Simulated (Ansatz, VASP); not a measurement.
One calculation of La3Zr, two programs

```
La Zr
1.0
     5.13943    0.00000    0.00000
     0.00000    5.13943    0.00000
     0.00000    0.00000    5.13943
La Zr
3 1
Direct
  0.50000 0.50000 0.00000
  0.50000 0.00000 0.50000
  0.00000 0.50000 0.50000
  0.00000 0.00000 0.00000
```

Change from the starting cell: volume scaled by 1.04.

Alike in both runs: task single point; functional PBE; k mesh 5 × 5 × 5; occupations fermi-dirac, width 0.05 eV; no spin polarisation.

```csv
,VASP,Ansatz
version,VASP 6.6.1,Ansatz 0.2.0
potentials or method,"VASP PAW PBE potentials, release 64 (La, Zr_sv)",Ansatz PAW
plane-wave cutoff (eV),520,420
valence electrons in the cell,45,45
```

Ansatz gave:

- gap on the k mesh at the Fermi level (eV): none
- pressure (GPa): -1.6

**Question.** Estimate VASP's values.

**Answer.** gap on the k mesh at the Fermi level (eV): none; pressure (GPa): -1.5.

A gap of «none» marks a metal or a gap that the smearing closes.

The runs have no spin-orbit coupling, so splittings on La are missing.
